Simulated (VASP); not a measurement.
Input of a VASP 6.6.1 run:

Contents of INCAR:

```
SYSTEM = RbHg6
  ALGO = Fast
  EDIFF = 1E-6
  ENCUT = 520
  GGA = PE
  ISIF = 2
  ISMEAR = 0
  LASPH = .TRUE.
  LCHARG = .FALSE.
  LREAL = .FALSE.
  LWAVE = .FALSE.
  NBANDS = 50
  NELM = 60
  PREC = Accurate
  SIGMA = 0.1
```

KPOINTS

```
k-points
0
G
  6 6 6
  0 0 0
```

The input POSCAR:

```
RbHg6
1.0
    0.0000000000      5.0880842225      5.0880842225
    5.0880842225      0.0000000000      5.0880842225
    5.0880842225      5.0880842225      0.0000000000
Rb Hg
1 6
Direct
    0.0000000000      0.0000000000      0.0000000000
    0.5000000000      0.5000000000      0.0000000000
    0.5000000000      0.0000000000      0.5000000000
    0.0000000000      0.0000000000      0.5000000000
    0.0000000000      0.5000000000      0.0000000000
    0.0000000000      0.5000000000      0.5000000000
    0.5000000000      0.0000000000      0.0000000000
```

Potentials or basis: VASP PAW PBE potentials, release 64 (Rb_sv, Hg).

Run with:

```sh
$ cat potpaw_PBE.64/Rb_sv/POTCAR potpaw_PBE.64/Hg/POTCAR > POTCAR
$ mpirun -np 1 vasp_std > vasp.out
```

Task: Predict the band gap on the k mesh.

Result: None (metal or under the smearing width).

Task: Predict the pressure.

Result: 0.1 GPa.

The run has no spin-orbit coupling, so splittings on Hg are missing.
